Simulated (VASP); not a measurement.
```
CELL_PARAMETERS angstrom
      4.26000     2.13000     2.13000
      2.13000     4.26000     2.13000
      2.13000     2.13000     4.26000
ATOMIC_POSITIONS crystal
  Co 0.00000 0.00000 0.00000
  Co 0.50000 0.50000 0.50000
  O  0.25000 0.25000 0.25000
  O  0.75000 0.75000 0.75000
```
Starting moments (μB, in the order of the record's atoms Co Co O O): 3.0 -3.0 0.0 0.0.

The base run (VASP): PBE GGA, plane waves, VASP's PBE PAW potentials (set 64). Run with 520 eV cut-off, 8×8×8 Γ-centred mesh, Gaussian smearing of 0.050 eV, potentials Co O.

One setting is varied; ΔE counts from the base run. The base run took about 3 core-minutes. The timings are rough (shared machines, no repeats); factors under 2 mean little.

Pressures at a finite cut-off, here 520 eV, hold a Pulay part, which this task's highest cut-off puts under 0.2 GPa.

| setting | cost over the base run | electronic steps | bands | ΔE (meV/atom) | pressure (GPa) |
|---|---|---|---|---|---|
| ISPIN = 1, the spin start removed | about 1/3 | 15 | 19 | 306.9 | -19.78 |
| MAGMOM = 0 0 0 0 | within a factor of 2 | 17 | 19 | 306.9 | -19.85 |
| MAGMOM = 3.0 3.0 0.0 0.0 | within a factor of 2 | 16 | 22 | 72.9 | -2.01 |
| NUPDOWN = 2 | within a factor of 2 | 16 | 19 | 66.6 | -3.48 |
| NUPDOWN = 1 | within a factor of 2 | 18 | 19 | 17.7 | -4.40 |
| NUPDOWN = 0 | within a factor of 2 | 23 | 19 | 0.0 | -3.67 |
| base run | reference | 23 | 19 | 0.0 | -3.67 |
| MAGMOM = 0.6 -0.6 0.0 0.0 | within a factor of 2 | 22 | 19 | 0.0 | -3.77 |
| MAGMOM = 5.0 -1.0 0.0 0.0 | within a factor of 2 | 26 | 21 | 0.0 | -3.65 |

Left out are runs that failed, have no time on record or changed the cell.

The compound is CoO in the rock salt, AFM-II order structure. The cell was not relaxed at this level.
